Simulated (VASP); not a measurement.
Consider the following.

```
CELL_PARAMETERS angstrom
      0.00000     1.91846     1.91846
      1.91846     0.00000     1.91846
      1.91846     1.91846     0.00000
ATOMIC_POSITIONS crystal
  Pd 0.00000 0.00000 0.00000
```

Method: LDA (Ceperley-Alder, Perdew-Zunger), VASP's LDA PAW potentials (set 64) (plane waves; VASP 6.6.1). Run with 400 eV cut-off, Gaussian smearing of 0.050 eV, potentials Pd.

Problem. Give the energies of bands 1 to 6 at the high-symmetry points, in eV from the Fermi level.

Solution. 
```csv
band,Γ,X,U,L,W
1,-7.57,-5.80,-5.10,-5.70,-4.66
2,-3.06,-5.50,-4.47,-3.11,-3.65
3,-3.06,-0.02,-2.14,-3.11,-3.65
4,-3.06,0.34,-1.01,0.00,-1.42
5,-1.30,0.34,-0.16,0.00,0.34
6,-1.30,3.26,7.28,0.86,9.10
```

It has no gap at this level: it comes out as a metal or semimetal.

The structure comes from a computed database's Pd entry (Fm-3m); how it stands against other phases isn't given here. It was relaxed first, which changed the volume by -6 %.
